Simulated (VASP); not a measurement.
Input of a VASP 6.6.1 run:

INCAR

```
ALGO = Normal ; EDIFF = 1E-6
ENCUT = 520 ; ISIF = 2
ISMEAR = 0 ; LASPH = T
LCHARG = F ; LREAL = F
LWAVE = F ; NBANDS = 28
NELM = 100 ; PREC = Accurate
SIGMA = 0.05
```

KPOINTS

```
k-points
0
Gamma
  9 9 4
```

POSCAR

```
MgPb2N2
1.0
    3.3917442120      0.0000000000      0.0000000000
   -1.6958721060      2.9373366507      0.0000000000
    0.0000000000      0.0000000000      8.9579112278
Mg Pb N
1 2 2
Direct
    0.0000000000      0.0000000000      0.0000000000
    0.6666666667      0.3333333333      0.2865500000
    0.3333333333      0.6666666667      0.7134500000
    0.6666666667      0.3333333333      0.8618210000
    0.3333333333      0.6666666667      0.1381790000
```

Potentials or basis: VASP PAW LDA potentials, release 64 (Mg, Pb_d, N).

The run is started by

```bash
$ cat potpaw_LDA.64/Mg/POTCAR potpaw_LDA.64/Pb_d/POTCAR potpaw_LDA.64/N/POTCAR > POTCAR
$ mpirun -np 1 vasp_std > vasp.out
```

Question: Estimate the largest force.

Answer: 0.039 eV/Å.

Question: Estimate the band gap on the k mesh.

Answer: 0.46 eV, direct.

Stress tensor (GPa, compression positive):
```
-5.67  0.00  0.00
 0.00 -5.67  0.00
 0.00  0.00 -1.00
```

Caveat: spin-orbit coupling is left out, which as a rule narrows the gap of such compounds by several tenths of an eV; an odd mesh through Γ misses points on the zone boundary, where band edges often lie.
